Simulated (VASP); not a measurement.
Here is the system:

```yaml
crystal:
  lattice:
    - [4.39081, 0.00000, 0.00000]
    - [0.00000, 4.39081, 0.00000]
    - [0.00000, 0.00000, 4.39081]
  atoms:
    - { symbol: Cs, position: [0.00000, 0.00000, 0.00000] }
    - { symbol: Br, position: [0.50000, 0.50000, 0.50000] }
```

Level of theory: Hartree-Fock, VASP's PBE PAW potentials (set 64) (plane waves; VASP). Run with 520 eV cut-off, 4×4×4 Γ-centred mesh, Gaussian smearing of 0.050 eV, potentials Cs_sv Br.

Unless said otherwise, spin-orbit coupling is left out, though it shifts the bands of the heavy elements here.

Question: What does the run give for the energy per atom (σ→0), pressure, band gap (over the mesh, the named points and PBE's band edges) with the smallest direct gap where there is one?

Answer: 
- band gap (over the mesh, the named points and PBE's band edges): 12.01 eV
- smallest direct gap (over the mesh, the named points and PBE's band edges): 12.02 eV
- energy per atom (σ→0): -5.615 eV/atom
- pressure: 1.59 GPa

The absolute energy has meaning only against runs of the same code, potentials and settings.

The compound is CsBr in the CsCl type structure. It was relaxed first, which changed the volume by +7 %.
